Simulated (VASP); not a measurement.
Calculation: PBE GGA, VASP's PBE PAW potentials (set 64) (plane waves; VASP).

The input files of a VASP run:

**POSCAR**
```
CoSi2
1.0
  0.0000000000   2.6800000000   2.6800000000
  2.6800000000   0.0000000000   2.6800000000
  2.6800000000   2.6800000000   0.0000000000
Co Si
1 2
Cart
  0.0000000000   0.0000000000   0.0000000000
  1.3400000000   1.3400000000   1.3400000000
  4.0200000000   4.0200000000   4.0200000000
```

INCAR:
```
ALGO  =  Normal
EDIFF  =  1E-6
ENCUT  =  400
GGA  =  PE
ISIF  =  2
ISMEAR  =  1
LASPH  =  .True.
LCHARG  =  .False.
LMAXMIX  =  4
LREAL  =  .False.
LWAVE  =  .False.
NELM  =  100
PREC  =  Accurate
SIGMA  =  0.1
SYSTEM  =  CoSi2
```

File KPOINTS:
```
Automatic mesh
0
Monkhorst-Pack
8 8 8
0 0 0
```

POTCAR, in this order: Co Si (PBE.64 set). Program: vasp_std.

Output

OUTCAR:
```
 ion  position               nearest neighbor table
   1  0.000  0.000  0.000-   2 2.32   3 2.32   3 2.32   3 2.32   3 2.32   2 2.32   2 2.32   2 2.32
  LATTYP: Found a face centered cubic cell.
 ALAT       =     5.3600000000
 Subroutine PRICEL returns:
 Original cell was already a primitive cell.
 Subroutine GETGRP returns: Found 48 space group operations
The static configuration has the point symmetry O_h .
The dynamic configuration has the point symmetry O_h .
 Subroutine INISYM returns: Found 48 space group operations
 Subroutine IBZKPT returns following result:
 Found     60 irreducible k-points:

 Following reciprocal coordinates:
            Coordinates               Weight
  0.062500  0.062500  0.062500      8.000000
  0.187500  0.062500  0.062500     24.000000
  0.312500  0.062500  0.062500     24.000000
  0.437500  0.062500  0.062500     24.000000
 -0.437500  0.062500  0.062500     24.000000
 -0.312500  0.062500  0.062500     24.000000
 -0.187500  0.062500  0.062500     24.000000
 -0.062500  0.062500  0.062500     24.000000
  0.187500  0.187500  0.062500     24.000000
  0.312500  0.187500  0.062500     48.000000
  0.437500  0.187500  0.062500     48.000000
 -0.437500  0.187500  0.062500     48.000000
 -0.312500  0.187500  0.062500     48.000000
 -0.187500  0.187500  0.062500     48.000000
 -0.062500  0.187500  0.062500     48.000000
  0.312500  0.312500  0.062500     24.000000
  0.437500  0.312500  0.062500     48.000000
 -0.437500  0.312500  0.062500     48.000000
 -0.312500  0.312500  0.062500     48.000000
 -0.187500  0.312500  0.062500     48.000000
 -0.062500  0.312500  0.062500     48.000000
  0.437500  0.437500  0.062500     24.000000
 -0.437500  0.437500  0.062500     48.000000
 -0.312500  0.437500  0.062500     48.000000
 -0.187500  0.437500  0.062500     48.000000
...
```

OSZICAR:
```
       N       E                     dE             d eps       ncg     rms          rms(c)
DAV:   1     0.619528650627E+02    0.61953E+02   -0.58947E+03  1440   0.109E+03
DAV:   2    -0.169696147201E+02   -0.78922E+02   -0.73883E+02  1448   0.237E+02
DAV:   3    -0.206235371512E+02   -0.36539E+01   -0.35012E+01  1848   0.585E+01
DAV:   4    -0.207089431495E+02   -0.85406E-01   -0.85219E-01  1744   0.864E+00
DAV:   5    -0.207115597134E+02   -0.26166E-02   -0.26156E-02  1892   0.154E+00    0.144E+01
DAV:   6    -0.243923594634E+02   -0.36808E+01   -0.40936E+01  1832   0.137E+02    0.181E+01
DAV:   7    -0.192961944707E+02    0.50962E+01   -0.17391E+01  1948   0.108E+02    0.346E+00
DAV:   8    -0.193246695127E+02   -0.28475E-01   -0.10697E+00  1720   0.869E+00    0.190E+00
DAV:   9    -0.192896361410E+02    0.35033E-01   -0.10795E-01  1848   0.697E+00    0.445E-01
DAV:  10    -0.192896579658E+02   -0.21825E-04   -0.60911E-03  1792   0.939E-01    0.726E-02
DAV:  11    -0.192896106149E+02    0.47351E-04   -0.39245E-04  2176   0.362E-01    0.391E-02
DAV:  12    -0.192896348930E+02   -0.24278E-04   -0.51626E-05  1528   0.663E-02    0.257E-02
DAV:  13    -0.192896346737E+02    0.21930E-06   -0.33031E-06  1868   0.164E-02
   1 F= -.19289635E+02 E0= -.19289266E+02  d E =-.110696E-02
```

OUTCAR:
```
------------------------ aborting loop because EDIFF is reached ----------------------------------------
  FORCE on cell =-STRESS in cart. coord.  units (eV):
  Direction    XX          YY          ZZ          XY          YZ          ZX
  --------------------------------------------------------------------------------------
  Total       -0.0659712     -0.0659712     -0.0659712      0.0000000      0.0000000     -0.0000000
  in kB       -2.7455563     -2.7455563     -2.7455563      0.0000000      0.0000000     -0.0000000
  external PRESSURE =      -2.7455563 kB  Pullay stress =       0.0000000 kB
  volume of cell :       38.50
      direct lattice vectors                 reciprocal lattice vectors
     0.000000000  2.680000000  2.680000000    -0.186567164  0.186567164  0.186567164
     2.680000000  0.000000000  2.680000000     0.186567164 -0.186567164  0.186567164
     2.680000000  2.680000000  0.000000000     0.186567164  0.186567164 -0.186567164
 POSITION                                       TOTAL-FORCE (eV/Angst)
 -----------------------------------------------------------------------------------
      0.00000      0.00000      0.00000        -0.000000      0.000000     -0.000000
      1.34000      1.34000      1.34000         0.000000      0.000000      0.000000
      4.02000      4.02000      4.02000        -0.000000     -0.000000     -0.000000
 -----------------------------------------------------------------------------------
    total drift:                               -0.000000     -0.000000      0.000000
  FREE ENERGIE OF THE ION-ELECTRON SYSTEM (eV)
  ---------------------------------------------------
  free  energy   TOTEN  =       -19.2896346737 eV

  energy  without entropy=      -19.2885277101  energy(sigma->0) =      -19.28926569
```
(Selected blocks of OUTCAR.)

The compound is CoSi2 in the fluorite structure. The cell was not relaxed at this level. The run is one of a series of settings (KPOINTS 8×8×8 Monkhorst-Pack mesh against the base run), some of them coarse on purpose. The run is not spin-polarised, so no magnetic state was tried. The electron count is odd and the run is not spin-polarised, which forces a metal.
